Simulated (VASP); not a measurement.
All values below come from PBE GGA, VASP's PBE PAW potentials (set 64) (plane waves; VASP).

The input files of a VASP run:

### INCAR
```
# general
SYSTEM = AlN
PREC   = Accurate
ENCUT  = 520
LREAL  = .FALSE.
LASPH  = .TRUE.

# electronic loop
EDIFF  = 1E-6
NELM   = 100
ALGO   = Normal

# smearing
ISMEAR = 0
SIGMA  = 0.05

# functional
GGA    = PE

# ions
ISIF   = 2

# output
LWAVE  = .FALSE.
LCHARG = .FALSE.
```

**POSCAR**
```
AlN
4.46760
  0.0000000000   0.5000000000   0.5000000000
  0.5000000000   0.0000000000   0.5000000000
  0.5000000000   0.5000000000   0.0000000000
Al N
1 1
Direct
  0.0000000000   0.0000000000   0.0000000000
  0.2500000000   0.2500000000   0.2500000000
```

### KPOINTS
```
K-points
0
G
 9 9 9
```

POTCAR, in this order: Al N (PBE.64 set). Program: vasp_std.

### Question
What does the run give for the energy per atom (σ→0), pressure?

### Answer

The energy per atom (σ→0) is -7.411 eV/atom and the pressure comes out as -7.98 GPa.

### OSZICAR
```
...
DAV:   6    -0.148352767807E+02    0.22480E+01   -0.13828E+01   600   0.234E+01    0.287E+00
DAV:   7    -0.148289484378E+02    0.63283E-02   -0.93613E-02   568   0.332E+00    0.192E+00
DAV:   8    -0.148228789723E+02    0.60695E-02   -0.21079E-02   616   0.200E+00    0.429E-01
DAV:   9    -0.148224608691E+02    0.41810E-03   -0.10809E-03   784   0.263E-01    0.210E-01
DAV:  10    -0.148225756584E+02   -0.11479E-03   -0.33987E-04   600   0.154E-01    0.378E-02
DAV:  11    -0.148225730024E+02    0.26559E-05   -0.86357E-06   696   0.230E-02    0.174E-02
DAV:  12    -0.148225730037E+02   -0.12353E-08   -0.18092E-06   592   0.125E-02
   1 F= -.14822573E+02 E0= -.14822573E+02  d E =-.733907E-12
```

The compound is AlN in the zinc blende structure, a metastable form; wurtzite is the usual one. The cell was not relaxed at this level.
